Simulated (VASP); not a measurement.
Level of theory: vdW-DF2, VASP's PBE PAW potentials (set 64) (plane waves; VASP 6.6.1).

VASP ran on this input.

File KPOINTS:
```
k-points along high-symmetry lines
10
Line-mode
Reciprocal
  0.000000   0.000000   0.000000 ! GAMMA
 -0.000000   0.500000   0.000000 ! M

 -0.000000   0.500000   0.000000 ! M
 -0.333333   0.666667   0.000000 ! K

 -0.333333   0.666667   0.000000 ! K
  0.000000   0.000000   0.000000 ! GAMMA

  0.000000   0.000000   0.000000 ! GAMMA
  0.000000   0.000000   0.500000 ! A

  0.000000   0.000000   0.500000 ! A
 -0.000000   0.500000   0.500000 ! L

 -0.000000   0.500000   0.500000 ! L
 -0.333333   0.666667   0.500000 ! H

 -0.333333   0.666667   0.500000 ! H
  0.000000   0.000000   0.500000 ! A

 -0.000000   0.500000   0.500000 ! L
 -0.000000   0.500000   0.000000 ! M

 -0.333333   0.666667   0.500000 ! H
 -0.333333   0.666667   0.000000 ! K
```

### POSCAR
```
BN
8.5280690
  0.1510826271  -0.2616828129   0.0000000000
  0.1510826271   0.2616828129   0.0000000000
  0.0000000000   0.0000000000   0.4999999787
B N
2 2
Cartesian
  0.1510826271  -0.0872277788   0.2500371967
  0.1510826271   0.0872277788   0.0000372073
  0.1510826271  -0.0872277788   0.4374627740
  0.1510826271   0.0872277788   0.1874627847
```

### INCAR
```
EDIFF = 1E-7   ! SCF stop (eV)
ISMEAR = 0
LCHARG = .False.
ICHARG = 11
LWAVE = .False.
LORBIT = 11   ! lm-projected
LREAL = .False.   ! projection in real space or not
ZAB_VDW = -1.8867
PREC = Accurate
SYSTEM = BN
ALGO = Normal
LASPH = .True.   ! aspherical one-centre terms
GGA = ML
SIGMA = 0.05   ! width (eV)
ENCUT = 520   ! plane-wave cut-off (eV)
AGGAC = 0.0
NELM = 100   ! most electronic steps
LUSE_VDW = .True.
```

POTCAR, in this order: B N (PBE.64 set). Program: vasp_std. Read from the step before: CHGCAR.

Output of the run:

OSZICAR:
```
       N       E                     dE             d eps       ncg     rms          rms(c)
DAV:   1     0.577804712961E+02    0.57780E+02   -0.86900E+03  2168   0.129E+03
DAV:   2    -0.248594536118E+02   -0.82640E+02   -0.76006E+02  3124   0.261E+02
DAV:   3    -0.274760856748E+02   -0.26166E+01   -0.26014E+01  2852   0.454E+01
DAV:   4    -0.274939865343E+02   -0.17901E-01   -0.17888E-01  2616   0.380E+00
DAV:   5    -0.274942714440E+02   -0.28491E-03   -0.28456E-03  2776   0.399E-01
DAV:   6    -0.274942810449E+02   -0.96008E-05   -0.96007E-05  2628   0.535E-02
DAV:   7    -0.274942813922E+02   -0.34737E-06   -0.34736E-06  2704   0.860E-03
DAV:   8    -0.274942814073E+02   -0.15002E-07   -0.14999E-07  2028   0.138E-03
   1 F= -.27494281E+02 E0= -.27494281E+02  d E =-.106482E-18
```

### OUTCAR
```
 val. band max:        6.9682592915   @ k =  -0.0000   0.0000   0.0000

 cond. band min:      12.8239025226   @ k =  -0.3333   0.6667   0.0000



 k-point     1 :       0.0000    0.0000    0.0000
  band No.  band energies     occupation
      1     -12.6764      2.00000
      2      -8.8257      2.00000
      3      -3.2156      2.00000
      4       4.9810      2.00000
      5       4.9811      2.00000
      6       6.7390      2.00000
      7       6.9682      2.00000
      8       6.9683      2.00000
      9      15.3658      0.00000
     10      15.3658      0.00000
     11      15.5364      0.00000
     12      16.4531      0.00000

 k-point     2 :       0.0000    0.0556    0.0000
  band No.  band energies     occupation
      1     -12.6123      2.00000
      2      -8.7771      2.00000
      3      -3.1523      2.00000
      4       4.6858      2.00000
      5       4.8621      2.00000
      6       6.6730      2.00000
      7       6.7240      2.00000
      8       6.9006      2.00000
      9      15.2532      0.00000
     10      15.4957      0.00000
     11      15.6686      0.00000
     12      16.6607      0.00000

 k-point     3 :       0.0000    0.1111    0.0000
  band No.  band energies     occupation
      1     -12.4209      2.00000
      2      -8.6342      2.00000
      3      -2.9634      2.00000
      4       3.8905      2.00000
      5       4.5440      2.00000
      6       6.0438      2.00000
      7       6.4918      2.00000
      8       6.7049      2.00000
      9      15.0589      0.00000
     10      15.8496      0.00000
     11      15.8885      0.00000
     12      17.2285      0.00000

 k-point     4 :       0.0000    0.1667    0.0000
  band No.  band energies     occupation
      1     -12.1055      2.00000
      2      -8.4070      2.00000
      3      -2.6528      2.00000
      4       2.7867      2.00000
      5       4.1111      2.00000
      6       5.0848      2.00000
      7       6.1840      2.00000
...
```

The density is held fixed in this step, so its total energy and stress have no physical meaning.

The compound is BN in the wurtzite structure, a metastable high-pressure form. It was relaxed first.
